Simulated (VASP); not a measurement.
Input for VASP

**POSCAR**
```
Cu
1
    0.0000000000     1.8317574316     1.8317574316
    1.8317574316     0.0000000000     1.8317574316
    1.8317574316     1.8317574316    -0.0000000000
Cu
1
Direct
  0.0000000000   0.0000000000   0.0000000000
```

### KPOINTS
```
Automatic
0
Gamma
 19 19 19
```

### INCAR
```
ALGO  =  Normal
EDIFF  =  1E-7
ENCUT  =  520
GGA  =  RE
ISIF  =  2
ISMEAR  =  -5
LASPH  =  .TRUE.
LCHARG  =  .TRUE.
LMAXMIX  =  4
LORBIT  =  11
LREAL  =  .FALSE.
LWAVE  =  .FALSE.
NEDOS  =  601
NELM  =  100
PREC  =  Accurate
SYSTEM  =  Cu
```

POTCAR, in this order: Cu (PBE.64 set). Program: vasp_std.

### Question
Write an equivalent input for Ansatz.

### Answer
One equivalent input (not run):
Ansatz 0.2 input:
```yaml
crystal:
  lattice:
    - [0.0000000, 1.8317574, 1.8317574]
    - [1.8317574, 0.0000000, 1.8317574]
    - [1.8317574, 1.8317574, 0.0000000]
  atoms:
    - { symbol: Cu, position: [0.0000000, 0.0000000, 0.0000000] }
kpoints:
  mp_grid: { grid: [19, 19, 19] }
hamiltonian:
  xc: revpbe
  pseudopotentials: { kind: paw }
scf:
  occupations: { method: tetrahedron }
  max_iter: 100
output: { forces: true, stress: true, eigenvalues: true }
```
Limits of the translation: each code has its own PAW files, so the cut-off isn't converted (ENCUT is set for VASP's; basis.ecutwfc is left out, and Ansatz then takes the one that its files recommend); Ansatz stops its SCF on the density residual and VASP on the energy change (EDIFF).

The compound is Cu in the fcc structure. It was relaxed first.
